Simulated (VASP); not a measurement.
A run of VASP 6.6.1:

The input INCAR:

```
  ALGO = Normal
  EDIFF = 1E-7
  ENCUT = 520
  GGA = PS
  ISIF = 2
  ISMEAR = -1
  KPAR = 2
  LASPH = True
  LCHARG = False
  LREAL = False
  LWAVE = False
  NBANDS = 32
  NELM = 100
  PREC = Accurate
  SIGMA = 0.05
```

KPOINTS

```
k-points
0
Gamma
  10 10 6
```

POSCAR

```
CuO2
1.0
    1.4126150000     -5.2107470000      0.0000000000
    1.4126150000      5.2107470000      0.0000000000
    0.0000000000      0.0000000000      4.3434240000
Cu O
2 4
Direct
    0.1597430000      0.8168640000      0.7538410000
    0.8335420000      0.1639370000      0.2543270000
    0.8119840000      0.2295180000      0.7555460000
    0.1916200000      0.7723110000      0.2627130000
    0.5378920000      0.4278630000      0.7511500000
    0.4440120000      0.5510790000      0.2515430000
```

Potentials or basis: VASP PAW PBE potentials, release 64 (Cu, O).

Launch:

```bash
$ cat potpaw_PBE.64/Cu/POTCAR potpaw_PBE.64/O/POTCAR > POTCAR
$ mpirun -np 2 vasp_std > vasp.out
```

Hardware: 2 MPI ranks on Intel(R) Xeon(R) 6975P-C (Granite Rapids) (shared host).

Q: How long does it take, and how much memory?

A: Run time: 3.8 min on 2 MPI ranks on Intel(R) Xeon(R) 6975P-C (Granite Rapids), with other jobs on the host, peak memory 0.57 GiB a rank. Counts: scf iterations 21, k points 304.
